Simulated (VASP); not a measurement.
# O on W(110): binding against coverage, part 4 of 10

Aim: adsorption energy and work function of O on W(110) from low coverage to a full layer.

VASP 6.6.1, plane waves and PAW; the level of theory is named at each step.

So far. Step 7 (The vacuum level with the adsorbate, coverage 1/1 …): The vacuum level lies 6.35 eV above the Fermi level at the upper face; the two faces differ by 1.50 eV, the step that the slab's dipole of 0.059 e·Å makes.

## 8. Surface relaxation, cell 2 x 2, k-mesh 5×5×1

This step: PBE; plane waves and PAW (W) (VASP 6.6.1).

System of this step: W(110). The cell holds 16 atoms: 16 W. Its edges and angles: a = 6.344 Å, b = 5.494 Å, c = 21.729 Å, α = 90.0°, β = 90.0°, γ = 54.7°. It derives from W. 4 layers of bcc W, cut at this functional's lattice. Vacuum lies along c.

INCAR

```
SYSTEM = W
PREC = Normal
ENCUT = 440
EDIFF = 1E-05
NELM = 120
ISMEAR = 1
SIGMA = 0.15
LREAL = Auto
ALGO = Fast
GGA = PE
NBANDS = 64
LASPH = .TRUE.
LORBIT = 11
LWAVE = .FALSE.
LCHARG = .FALSE.
KPAR = 2
NCORE = 4
IBRION = 2
NSW = 30
ISIF = 2
EDIFFG = -0.03
POTIM = 0.4
MAXMIX = 40
IDIPOL = 3
LDIPOL = .TRUE.
DIPOL = 0.5 0.5 0.5
```

POSCAR

```
W
1.0
    6.3441166968      0.0000000000      0.0000000000
    3.1720583484      4.4859679369      0.0000000000
    0.0000000000      0.0000000000     21.7289519054
W
16
Selective dynamics
Direct
    0.7500000000      0.5000000000      0.3451616100  F F F
    0.2500000000      0.5000000000      0.3451616100  F F F
    0.7500000000      0.0000000000      0.3451616100  F F F
    0.2500000000      0.0000000000      0.3451616100  F F F
    0.0000000000      0.0000000000      0.4483872000  F F F
    0.5000000000      0.0000000000      0.4483872000  F F F
    0.0000000000      0.5000000000      0.4483872000  F F F
    0.5000000000      0.5000000000      0.4483872000  F F F
    0.7500000000      0.5000000000      0.5516128000  T T T
    0.2500000000      0.5000000000      0.5516128000  T T T
    0.7500000000      0.0000000000      0.5516128000  T T T
    0.2500000000      0.0000000000      0.5516128000  T T T
    0.0000000000      0.0000000000      0.6548383900  T T T
    0.5000000000      0.0000000000      0.6548383900  T T T
    0.0000000000      0.5000000000      0.6548383900  T T T
    0.5000000000      0.5000000000      0.6548383900  T T T
```

KPOINTS

```
Automatic mesh
0
Gamma
5 5 1
0 0 0
```

Potentials, in the order of the species: W (PBE family, release 64).

Command:

```bash
mpirun -np 8 vasp_std
```

Log:

```text
[banner, memory and clock lines left out]
running    8 mpi-ranks, on    1 nodes
[...]
LDA part: xc-table for (Slater+PW92), standard interpolation
 POSCAR, INCAR and KPOINTS ok, starting setup
[...]
entering main loop
       N       E                     dE             d eps       ncg     rms          rms(c)
DAV:   1     0.430155147791E+03    0.43016E+03   -0.33206E+04  1152   0.106E+03
DAV:   2    -0.147237752944E+03   -0.57739E+03   -0.54515E+03  1656   0.249E+02
DAV:   3    -0.204304811435E+03   -0.57067E+02   -0.54786E+02  1448   0.741E+01
DAV:   4    -0.208508459131E+03   -0.42036E+01   -0.41372E+01  1920   0.168E+01
[...]
RMM:  18    -0.196310161035E+03   -0.35891E-04   -0.12642E-04  1192   0.326E-02    0.316E-02
RMM:  19    -0.196310206491E+03   -0.45457E-04   -0.74943E-05   962   0.208E-02    0.173E-02
RMM:  20    -0.196310210544E+03   -0.40525E-05   -0.51889E-05   945   0.179E-02
   1 F= -.19631021E+03 E0= -.19630817E+03  d E =-.196310E+03
[... from here on, the cycles between the ionic steps are left out ...]
   2 F= -.19641863E+03 E0= -.19641725E+03  d E =-.108415E+00
   3 F= -.19642990E+03 E0= -.19642775E+03  d E =-.119690E+00
   4 F= -.19643562E+03 E0= -.19643363E+03  d E =-.571610E-02
   5 F= -.19644726E+03 E0= -.19644578E+03  d E =-.173623E-01
   6 F= -.19644467E+03 E0= -.19644439E+03  d E =-.147730E-01
   7 F= -.19645044E+03 E0= -.19644943E+03  d E =-.205373E-01
[...]
reached required accuracy - stopping structural energy minimisation
```

Elapsed: 2 min, on 8 MPI ranks of AMD EPYC 7R43, shared host; peak memory 1.7 GiB.

From OUTCAR (step 8):

```text
  Total      -21.9771818    -12.3190586     -6.0132817      0.0000000      0.0000000      0.0000000
  in kB      -56.9398708    -31.9169950    -15.5795900      0.0000000      0.0000000      0.0000000
  external PRESSURE =     -34.8121519 kB  Pullay stress =       0.0000000 kB

 POSITION                                       TOTAL-FORCE (eV/Angst)
 -----------------------------------------------------------------------------------
      6.34412      2.24298      7.50000        -0.000000     -0.000000      0.678147
      3.17206      2.24298      7.50000         0.000000     -0.000000      0.678147
      4.75809      0.00000      7.50000         0.000000      0.000000      0.678147
      1.58603      0.00000      7.50000        -0.000000      0.000000      0.678147
      0.00000      0.00000      9.74298        -0.000000     -0.000000     -0.671273
      3.17206      0.00000      9.74298        -0.000000     -0.000000     -0.671273
      1.58603      2.24298      9.74298        -0.000000     -0.000000     -0.671273
      4.75809      2.24298      9.74298         0.000000     -0.000000     -0.671273
      6.34412      2.24298     11.99533         0.000000      0.000000     -0.015544
      3.17206      2.24298     11.99533         0.000000      0.000000     -0.015544
      4.75809      0.00000     11.99533         0.000000      0.000000     -0.015544
      1.58603      0.00000     11.99533         0.000000      0.000000     -0.015544
      0.00000      0.00000     14.14543        -0.000000      0.000000      0.008670
      3.17206      0.00000     14.14543        -0.000000      0.000000      0.008670
      1.58603      2.24298     14.14543        -0.000000      0.000000      0.008670
      4.75809      2.24298     14.14543        -0.000000      0.000000      0.008670
 -----------------------------------------------------------------------------------
    total drift:                                0.000000      0.000001      0.001976

  FREE ENERGIE OF THE ION-ELECTRON SYSTEM (eV)
  ---------------------------------------------------
  free  energy   TOTEN  =      -196.4504379971 eV

  energy  without entropy=     -196.4474158388  energy(sigma->0) =     -196.44943061

[... 1 part as in an earlier step ...]

[... 3 further parts left out ...]
[key lines of the parts left out:]
E-fermi :   0.4082
```

Step by step:

| step | energy less that of the first step (eV) | largest force (eV/Å) |
| --- | --- | --- |
| 1 | 0.0000 | 0.7248 |
| 2 | -0.1084 | 0.3292 |
| 3 | -0.1197 | 0.1398 |
| 4 | -0.1254 | 0.1170 |
| 5 | -0.1371 | 0.0637 |
| 6 | -0.1345 | 0.0928 |
| 7 | -0.1402 | 0.0155 |

The atoms that moved most (Å):

| atom | dx | dy | dz | length |
| --- | --- | --- | --- | --- |
| W13 | 0.000 | 0.000 | -0.084 | 0.084 |
| W14 | 0.000 | 0.000 | -0.084 | 0.084 |
| W15 | 0.000 | 0.000 | -0.084 | 0.084 |
| W16 | 0.000 | 0.000 | -0.084 | 0.084 |
| W9 | 0.000 | 0.000 | 0.009 | 0.009 |
| W10 | 0.000 | 0.000 | 0.009 | 0.009 |
| W11 | 0.000 | 0.000 | 0.009 | 0.009 |
| W12 | 0.000 | 0.000 | 0.009 | 0.009 |

Final coordinates:

```xyz
16
Lattice="6.3441 0.0000 0.0000 3.1721 4.4860 0.0000 0.0000 0.0000 21.7290" Properties=species:S:1:pos:R:3
W     6.3441    2.2430    7.5000
W     3.1721    2.2430    7.5000
W     4.7581    0.0000    7.5000
W     1.5860    0.0000    7.5000
W     0.0000    0.0000    9.7430
W     3.1721    0.0000    9.7430
W     1.5860    2.2430    9.7430
W     4.7581    2.2430    9.7430
W     6.3441    2.2430   11.9953
W     3.1721    2.2430   11.9953
W     4.7581    0.0000   11.9953
W     1.5860    0.0000   11.9953
W     0.0000    0.0000   14.1454
W     3.1721    0.0000   14.1454
W     1.5860    2.2430   14.1454
W     4.7581    2.2430   14.1454
```

The run ended after 7 ionic steps, 0.140 eV below its first step, once the forces on the free atoms met EDIFFG = -0.03.

## 9. The vacuum level, cell 2 x 2, k-mesh 5×5×1

INCAR

```
SYSTEM = W
PREC = Normal
ENCUT = 440
EDIFF = 1E-06
NELM = 120
ISMEAR = 1
SIGMA = 0.15
LREAL = Auto
ALGO = Fast
GGA = PE
NBANDS = 64
LASPH = .TRUE.
LORBIT = 11
LWAVE = .FALSE.
LCHARG = .FALSE.
KPAR = 2
NCORE = 4
IDIPOL = 3
LDIPOL = .TRUE.
DIPOL = 0.5 0.5 0.499
LVHAR = .TRUE.
LVACPOTAV = .TRUE.
```

POSCAR

```
W
1.0
    6.3441166968      0.0000000000      0.0000000000
    3.1720583484      4.4859679369      0.0000000000
    0.0000000000      0.0000000000     21.7289519054
W
16
Selective dynamics
Direct
    0.7500000000      0.5000000000      0.3451616100  F F F
    0.2500000000      0.5000000000      0.3451616100  F F F
    0.7500000000      0.0000000000      0.3451616100  F F F
    0.2500000000      0.0000000000      0.3451616100  F F F
    0.0000000000      0.0000000000      0.4483872000  F F F
    0.5000000000      0.0000000000      0.4483872000  F F F
    0.0000000000      0.5000000000      0.4483872000  F F F
    0.5000000000      0.5000000000      0.4483872000  F F F
    0.7500000000      0.5000000000      0.5520436040  T T T
    0.2500000000      0.5000000000      0.5520436040  T T T
    0.7500000000      0.0000000000      0.5520436040  T T T
    0.2500000000      0.0000000000      0.5520436040  T T T
    0.0000000000      0.0000000000      0.6509945935  T T T
    0.5000000000      0.0000000000      0.6509945935  T T T
    0.0000000000      0.5000000000      0.6509945935  T T T
    0.5000000000      0.5000000000      0.6509945935  T T T
```

KPOINTS is that of step 8.

Command:

```bash
mpirun -np 8 vasp_std
```

Log:

```text
[... set-up lines as in an earlier step ...]
 entering main loop
       N       E                     dE             d eps       ncg     rms          rms(c)
DAV:   1     0.436130020895E+03    0.43613E+03   -0.33246E+04  1152   0.106E+03
DAV:   2    -0.147104681083E+03   -0.58323E+03   -0.55090E+03  1664   0.250E+02
DAV:   3    -0.204362493044E+03   -0.57258E+02   -0.54922E+02  1432   0.746E+01
DAV:   4    -0.208616123145E+03   -0.42536E+01   -0.41866E+01  1904   0.168E+01
[...]
RMM:  26    -0.196450439569E+03   -0.48969E-05   -0.43460E-07   795   0.163E-03    0.170E-03
RMM:  27    -0.196450442183E+03   -0.26143E-05   -0.42837E-07   749   0.156E-03    0.103E-03
RMM:  28    -0.196450442391E+03   -0.20795E-06   -0.15513E-07   585   0.115E-03
 [... a notice as in an earlier step ...]

   1 F= -.19645044E+03 E0= -.19644943E+03  d E =-.303444E-02
```

Run time: 57 s. Hardware: 8 MPI ranks; peak memory 1.6 GiB.

OUTCAR, selected parts (step 9):

```text
  Total      -22.0426336    -12.3809304     -6.0813957      0.0000000      0.0000000      0.0000000
  in kB      -57.1094474    -32.0772964    -15.7560641      0.0000000      0.0000000      0.0000000
  external PRESSURE =     -34.9809360 kB  Pullay stress =       0.0000000 kB

 POSITION                                       TOTAL-FORCE (eV/Angst)
 -----------------------------------------------------------------------------------
      6.34412      2.24298      7.50000         0.000000      0.000000      0.679025
      3.17206      2.24298      7.50000        -0.000000      0.000000      0.679025
      4.75809      0.00000      7.50000         0.000000      0.000000      0.679025
      1.58603      0.00000      7.50000         0.000000      0.000000      0.679025
      0.00000      0.00000      9.74298         0.000000     -0.000000     -0.672031
      3.17206      0.00000      9.74298         0.000000     -0.000000     -0.672031
      1.58603      2.24298      9.74298         0.000000     -0.000000     -0.672031
      4.75809      2.24298      9.74298         0.000000     -0.000000     -0.672031
      6.34412      2.24298     11.99533        -0.000000     -0.000000     -0.016780
      3.17206      2.24298     11.99533        -0.000000      0.000000     -0.016780
      4.75809      0.00000     11.99533         0.000000      0.000000     -0.016780
      1.58603      0.00000     11.99533        -0.000000      0.000000     -0.016780
      0.00000      0.00000     14.14543        -0.000000     -0.000000      0.009787
      3.17206      0.00000     14.14543         0.000000     -0.000000      0.009787
      1.58603      2.24298     14.14543        -0.000000     -0.000000      0.009787
      4.75809      2.24298     14.14543        -0.000000     -0.000000      0.009787
 -----------------------------------------------------------------------------------
    total drift:                                0.000000      0.000001      0.001088

  FREE ENERGIE OF THE ION-ELECTRON SYSTEM (eV)
  ---------------------------------------------------
  free  energy   TOTEN  =      -196.4504423911 eV

  energy  without entropy=     -196.4474079474  energy(sigma->0) =     -196.44943091

[... 2 parts as in an earlier step ...]

[... 1 further part left out ...]
[key lines of the parts left out:]
E-fermi :   0.4085
```

The planar average of the electrostatic potential oscillates, so the rows of the table below give means over windows of 1 Å about each position, cut where the curve ends. Its maxima inside the range that stand out by 2 % of the span (Å: eV): 8.6: -2.54, 10.9: -2.75, 13.1: -3.51. Its minima: 7.5: -11.9, 9.7: -12.5, 12.0: -12.6, 14.2: -11.9.

Zero at the Fermi level. Planar average of the electrostatic potential against height; means over each step:

| height (Å) | planar average of the electrostatic potential (eV) |
| --- | --- |
| 0 | 4.94 |
| 1 | 4.95 |
| 2 | 4.95 |
| 3 | 4.94 |
| 4 | 4.93 |
| 5 | 4.73 |
| 6 | 2.54 |
| 7 | -7.67 |
| 8 | -8.05 |
| 9 | -6.11 |
| 10 | -10.4 |
| 11 | -4.69 |
| 12 | -11.3 |
| 13 | -5.22 |
| 14 | -10.4 |
| 15 | -3.50 |
| 16 | 3.81 |
| 17 | 4.75 |
| 18 | 4.82 |
| 19 | 4.83 |
| 20 | 4.83 |
| 21 | 4.83 |

The vacuum level lies 4.83 eV above the Fermi level at the upper face; the two faces differ by 0.11 eV, the step that the slab's dipole of -0.018 e·Å makes.

The program found no field-free point at its default tolerance, but its printed level agrees with the flat part of the planar average.

## 10. Relaxing the adsorbate, coverage 1/4, k-mesh 5×5×1

This step: PBE, no spin polarisation; plane waves and PAW (W, O) (VASP 6.6.1).

System of this step: W16O (W(110)). The cell holds 17 atoms: 16 W and 1 O. Cell: a = 6.344 Å, b = 5.494 Å, c = 21.729 Å, α = 90.0°, β = 90.0°, γ = 54.7°. It derives from W. 1 O over hollow sites of a 2 x 2 cell of W(110). Vacuum lies along c.

INCAR

```
SYSTEM = W16O
PREC = Normal
ENCUT = 440
EDIFF = 1E-05
NELM = 120
ISMEAR = 1
SIGMA = 0.15
LREAL = Auto
ALGO = Fast
GGA = PE
NBANDS = 68
LASPH = .TRUE.
LORBIT = 11
LWAVE = .FALSE.
LCHARG = .FALSE.
KPAR = 2
NCORE = 4
IBRION = 2
NSW = 45
ISIF = 2
EDIFFG = -0.03
POTIM = 0.4
MAXMIX = 40
IDIPOL = 3
LDIPOL = .TRUE.
DIPOL = 0.5 0.5 0.511
```

POSCAR

```
W16O
1.0
    6.3441166968      0.0000000000      0.0000000000
    3.1720583484      4.4859679369      0.0000000000
    0.0000000000      0.0000000000     21.7289519054
W O
16 1
Selective dynamics
Direct
    0.7500000000      0.5000000000      0.3451616100  F F F
    0.2500000000      0.5000000000      0.3451616100  F F F
    0.7500000000      0.0000000000      0.3451616100  F F F
    0.2500000000      0.0000000000      0.3451616100  F F F
    0.0000000000      0.0000000000      0.4483872000  F F F
    0.5000000000      0.0000000000      0.4483872000  F F F
    0.0000000000      0.5000000000      0.4483872000  F F F
    0.5000000000      0.5000000000      0.4483872000  F F F
    0.7500000000      0.5000000000      0.5520436000  T T T
    0.2500000000      0.5000000000      0.5520436000  T T T
    0.7500000000      0.0000000000      0.5520436000  T T T
    0.2500000000      0.0000000000      0.5520436000  T T T
    0.0000000000      0.0000000000      0.6509945900  T T T
    0.5000000000      0.0000000000      0.6509945900  T T T
    0.0000000000      0.5000000000      0.6509945900  T T T
    0.5000000000      0.5000000000      0.6509945900  T T T
    0.1875000000      0.1250000000      0.7039193700  T T T
```

KPOINTS is that of step 9.

PAW data sets: W and O (PBE family, release 64).

Command:

```bash
mpirun -np 8 vasp_std
```

Log:

```text
[banner, memory and clock lines left out]
running    8 mpi-ranks, on    1 nodes
[...]
LDA part: xc-table for (Slater+PW92), standard interpolation
 POSCAR, INCAR and KPOINTS ok, starting setup
[...]
entering main loop
       N       E                     dE             d eps       ncg     rms          rms(c)
DAV:   1     0.507435932706E+03    0.50744E+03   -0.36499E+04  1224   0.107E+03
DAV:   2    -0.145425646773E+03   -0.65286E+03   -0.61901E+03  1708   0.264E+02
DAV:   3    -0.213868352293E+03   -0.68443E+02   -0.65823E+02  1460   0.824E+01
DAV:   4    -0.219005337848E+03   -0.51370E+01   -0.50466E+01  1976   0.191E+01
[...]
RMM:  25    -0.205379229201E+03   -0.36639E-04   -0.28565E-06   611   0.391E-03    0.184E-03
RMM:  26    -0.205379250204E+03   -0.21004E-04   -0.20851E-06   577   0.347E-03    0.138E-03
RMM:  27    -0.205379258426E+03   -0.82221E-05   -0.78137E-07   429   0.287E-03
   1 F= -.20537926E+03 E0= -.20537791E+03  d E =-.205379E+03
[... from here on, the cycles between the ionic steps are left out ...]
   2 F= -.20554099E+03 E0= -.20554026E+03  d E =-.161728E+00
   3 F= -.20554751E+03 E0= -.20554723E+03  d E =-.168250E+00
   4 F= -.20560271E+03 E0= -.20560302E+03  d E =-.552019E-01
   5 F= -.20560782E+03 E0= -.20560833E+03  d E =-.603099E-01
   6 F= -.20562346E+03 E0= -.20562417E+03  d E =-.156382E-01
   7 F= -.20562562E+03 E0= -.20562646E+03  d E =-.178059E-01
   8 F= -.20562565E+03 E0= -.20562649E+03  d E =-.178274E-01
   9 F= -.20562805E+03 E0= -.20562893E+03  d E =-.240193E-02
  10 F= -.20562862E+03 E0= -.20562954E+03  d E =-.297768E-02
  11 F= -.20563003E+03 E0= -.20563084E+03  d E =-.140747E-02
  12 F= -.20563043E+03 E0= -.20563119E+03  d E =-.180533E-02
  13 F= -.20563137E+03 E0= -.20563218E+03  d E =-.942969E-03
  14 F= -.20563135E+03 E0= -.20563215E+03  d E =-.925892E-03
  15 F= -.20563136E+03 E0= -.20563216E+03  d E =-.929436E-03
  16 F= -.20563147E+03 E0= -.20563227E+03  d E =-.114223E-03
 trial-energy change:   -0.000114  1 .order   -0.000113   -0.000253    0.000027
 step:   1.4279(harm=  1.4279)  dis= 0.00225  next Energy=  -205.631473 (dE=-0.115E-03)
 reached required accuracy - stopping structural energy minimisation
```

It took 4.7 min on 8 MPI ranks; peak memory 1.6 GiB; 35 min of CPU time.

OUTCAR, selected parts (step 10):

```text
  Total      -22.0667020    -10.9490028     -6.4122644      0.0000000     -0.1581533      0.0000000
  in kB      -57.1718054    -28.3673681    -16.6132997      0.0000000     -0.4097536      0.0000000
  external PRESSURE =     -34.0508244 kB  Pullay stress =       0.0000000 kB

 POSITION                                       TOTAL-FORCE (eV/Angst)
 -----------------------------------------------------------------------------------
      6.34412      2.24298      7.50000        -0.020875      0.041202      0.759970
      3.17206      2.24298      7.50000         0.020875      0.041202      0.759970
      4.75809      0.00000      7.50000        -0.000000     -0.004587      0.700530
      1.58603      0.00000      7.50000        -0.000000     -0.069609      0.537095
      0.00000      0.00000      9.74298        -0.057690      0.036781     -0.591955
      3.17206      0.00000      9.74298         0.057690      0.036781     -0.591955
      1.58603      2.24298      9.74298        -0.000000     -0.168966     -0.792672
      4.75809      2.24298      9.74298        -0.000000      0.110162     -0.794933
      6.35027      2.24234     12.01365         0.003784      0.003723     -0.004723
      3.16591      2.24234     12.01365        -0.003784      0.003723     -0.004723
      7.93015      4.46794     11.95317         0.000000     -0.006129     -0.003617
      4.75809      4.48306     12.00133        -0.000000     -0.003673      0.006493
      3.16680      4.47785     14.22959        -0.002779     -0.014943      0.001118
      6.34938      4.47785     14.22959         0.002779     -0.014943      0.001118
[...]
-----------------------------------------------------------------------------------
    total drift:                                0.000146      0.009942      0.017255

  FREE ENERGIE OF THE ION-ELECTRON SYSTEM (eV)
  ---------------------------------------------------
  free  energy   TOTEN  =      -205.6314722789 eV

  energy  without entropy=     -205.6338769374  energy(sigma->0) =     -205.63227383

[... 2 parts as in an earlier step ...]

[... 2 further parts left out ...]
[key lines of the parts left out:]
E-fermi :   0.5361
```

The steps of the relaxation:

| step | energy less that of the first step (eV) | largest force (eV/Å) |
| --- | --- | --- |
| 1 | 0.0000 | 1.2245 |
| 2 | -0.1617 | 0.8380 |
| 3 | -0.1683 | 0.7628 |
| 4 | -0.2235 | 0.3538 |
| 5 | -0.2286 | 0.4179 |
| 6 | -0.2442 | 0.1420 |
| 7 | -0.2464 | 0.1305 |
| 8 | -0.2464 | 0.1364 |
| 9 | -0.2488 | 0.0775 |
| 10 | -0.2494 | 0.1330 |
| 11 | -0.2508 | 0.0637 |
| 12 | -0.2512 | 0.0785 |
| 13 | -0.2521 | 0.0362 |
| 14 | -0.2521 | 0.0372 |
| 15 | -0.2521 | 0.0372 |
| 16 | -0.2522 | 0.0159 |

The atoms that moved most (Å):

| atom | dx | dy | dz | length |
| --- | --- | --- | --- | --- |
| W16 | 0.000 | -0.130 | -0.056 | 0.142 |
| O17 | 0.000 | 0.027 | 0.097 | 0.101 |
| W15 | 0.000 | 0.082 | 0.036 | 0.090 |
| W14 | 0.005 | -0.008 | 0.084 | 0.085 |
| W13 | -0.005 | -0.008 | 0.084 | 0.085 |
| W11 | 0.000 | -0.018 | -0.042 | 0.046 |
| W9 | 0.006 | -0.001 | 0.018 | 0.019 |
| W10 | -0.006 | -0.001 | 0.018 | 0.019 |

Final coordinates:

```cif
data_structure
_symmetry_space_group_name_H-M 'P 1'
_symmetry_Int_Tables_number 1
_cell_length_a 6.3441
_cell_length_b 5.4942
_cell_length_c 21.7290
_cell_angle_alpha 90.000
_cell_angle_beta 90.000
_cell_angle_gamma 54.736
_cell_volume 618.40
loop_
_atom_site_label
_atom_site_type_symbol
_atom_site_fract_x
_atom_site_fract_y
_atom_site_fract_z
_atom_site_occupancy
W1 W 0.75000 0.50000 0.34516 1
W2 W 0.25000 0.50000 0.34516 1
W3 W 0.75000 0.00000 0.34516 1
W4 W 0.25000 0.00000 0.34516 1
W5 W 0.00000 0.00000 0.44839 1
W6 W 0.50000 0.00000 0.44839 1
W7 W 0.00000 0.50000 0.44839 1
W8 W 0.50000 0.50000 0.44839 1
W9 W 0.75104 0.49986 0.55289 1
W10 W 0.24910 0.49986 0.55289 1
W11 W 0.75201 0.99598 0.55010 1
W12 W 0.25032 0.99935 0.55232 1
W13 W 0.00008 0.99819 0.65487 1
W14 W 0.50173 0.99819 0.65487 1
W15 W 0.99086 0.51828 0.65267 1
W16 W 0.51448 0.47103 0.64840 1
O17 O 0.18447 0.13106 0.70839 1
```

The run ended after 16 ionic steps, 0.252 eV below its first step, once the forces on the free atoms met EDIFFG = -0.03.

(Part 4 of 10 ends here.)

[Lines on the potential files, build, host, timing and source positions are cut from VASP's logs without a mark.]

[Logs are printed without paths, hosts, clocks, repeated set-up lines and the standing remarks that a program may print on its own settings, such as how far it seeks lower states.]

[Hosts, paths, dates, database ids (printed as entryN), source tags and the programs' standing remarks are cut or masked in the printed files.]

[Runs that stopped without an error message from VASP are left out.]
